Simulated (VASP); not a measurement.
VASP input:

File POSCAR:
```
BN
1
    1.2770400000    -2.2118990000     0.0000000000
    1.2770400000     2.2118990000     0.0000000000
    0.0000000000     0.0000000000     6.7932000000
B N
2 2
Direct
  0.3333330000   0.6666670000   0.2500000000
  0.6666670000   0.3333330000   0.7500000000
  0.6666670000   0.3333330000   0.2500000000
  0.3333330000   0.6666670000   0.7500000000
```

### INCAR
```
SYSTEM = BN
PREC = Accurate
ENCUT = 520
EDIFF = 1E-6
NELM = 100
ALGO = Normal
LREAL = .FALSE.
LASPH = .TRUE.
ISMEAR = 0
SIGMA = 0.05
GGA = PE
LWAVE = .FALSE.
LCHARG = .FALSE.
ISIF = 2
ICHARG = 11
```

KPOINTS:
```
Automatic mesh
0
Gamma
8 8 3
0 0 0
```

POTCAR, in this order: B N (PBE.64 set). Program: vasp_std.

The run wrote:

### standard output
```
 POSCAR found type information on POSCAR B N
 POSCAR found :  2 types and       4 ions
 Reading from existing POTCAR
 Reading from existing POTCAR
 LDA part: xc-table for (Slater+PW92), standard interpolation
 WARNING: stress and forces are not correct
 POSCAR, INCAR and KPOINTS ok, starting setup
 WAVECAR not read
 WARNING: CHGCAR is incomplete

 -----------------------------------------------------------------------------
|                                                                             |
|     EEEEEEE  RRRRRR   RRRRRR   OOOOOOO  RRRRRR      ###     ###     ###     |
|     E        R     R  R     R  O     O  R     R     ###     ###     ###     |
|     E        R     R  R     R  O     O  R     R     ###     ###     ###     |
|     EEEEE    RRRRRR   RRRRRR   O     O  RRRRRR       #       #       #      |
|     E        R   R    R   R    O     O  R   R                               |
|     E        R    R   R    R   O     O  R    R      ###     ###     ###     |
|     EEEEEEE  R     R  R     R  OOOOOOO  R     R     ###     ###     ###     |
|                                                                             |
|     ICHARG>10                                                               |
|                                                                             |
|       ---->  I REFUSE TO CONTINUE WITH THIS SICK JOB ... BYE!!! <----       |
|                                                                             |
 -----------------------------------------------------------------------------
```

Task: From input and log, find the fault in this run and mend it.

Result: The cause: ICHARG = 11 asks for a fixed density, but there is no CHGCAR. VASP stops with an error: ERROR: charge density could not be read from file CHGCAR for ICHARG>10 ----> I REFUSE TO CONTINUE WITH THIS SICK JOB ... BYE!!! <---- To mend it, run self-consistently first and keep its CHGCAR, or remove ICHARG. The plain static run on this cell (PBE GGA, plane waves, VASP's PBE PAW potentials (set 64)) converges, and its OSZICAR ends with
```
   1 F= -.35107644E+02 E0= -.35107644E+02  d E =-.255816E-13
```

The compound is BN in the hex structure. The cell was not relaxed at this level.
